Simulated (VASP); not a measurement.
Computed with PBE GGA, VASP's PBE PAW potentials (set 64) (plane waves; VASP).

The input files of a VASP run:

**INCAR**
```
ALGO  =  Normal
EDIFF  =  1E-6
ENCUT  =  400
GGA  =  PE
ISIF  =  2
ISMEAR  =  -1
LASPH  =  .TRUE.
LCHARG  =  .FALSE.
LMAXMIX  =  6
LREAL  =  .FALSE.
LWAVE  =  .FALSE.
NELM  =  100
PREC  =  Accurate
SIGMA  =  0.3
SYSTEM  =  WC
```

### KPOINTS
```
kpoints
0
gamma
 10 10 9
0 0 0
```

File POSCAR:
```
WC
1
    2.9165900000     0.0000000000     0.0000000000
   -1.4582950000     2.5258410000     0.0000000000
    0.0000000000     0.0000000000     2.8394400000
W C
1 1
Direct
 -0.0056690000  -0.0046750000   0.0046430000
  0.6723360000   0.3380080000   0.4953570000
```

POTCAR, in this order: W_sv C (PBE.64 set). Program: vasp_std.

At this cut-off the stress carries a Pulay error, which pulls relaxed volumes low. Unless said otherwise, spin-orbit coupling is left out, though it shifts the bands of the heavy elements here.

Task: Predict the energy per atom (σ→0), pressure, largest force, band gap (on the k-mesh).

Result: 
```yaml
energy per atom (σ→0): -11.217 eV/atom
band gap (on the k-mesh): none (metal, semimetal or under 0.01 eV)
pressure: 3.26 GPa
largest_force: 0.595 eV/Å
```

### OSZICAR
```
...
DAV:   6    -0.225884620338E+02    0.29440E+01   -0.94606E+00 13262   0.315E+01    0.852E+00
DAV:   7    -0.225195398967E+02    0.68922E-01   -0.40869E-01 12142   0.574E+00    0.613E+00
DAV:   8    -0.224935571958E+02    0.25983E-01   -0.67192E-02 13147   0.252E+00    0.825E-01
DAV:   9    -0.224926982919E+02    0.85890E-03   -0.30821E-03 12757   0.460E-01    0.141E-01
DAV:  10    -0.224926495069E+02    0.48785E-04   -0.25132E-04 13922   0.213E-01    0.659E-02
DAV:  11    -0.224926484487E+02    0.10582E-05   -0.15141E-05 12757   0.383E-02    0.988E-03
DAV:  12    -0.224926474800E+02    0.96864E-06   -0.40094E-06 12282   0.198E-02
   1 F= -.22492647E+02 E0= -.22433576E+02  d E =-.118143E+00
```

The structure comes from a computed database's WC entry; how it stands against other phases isn't given here. The cell was not relaxed at this level, atoms are displaced from their ideal sites. The run is one of a series of settings (SIGMA = 0.3 against the base run), some of them coarse on purpose.
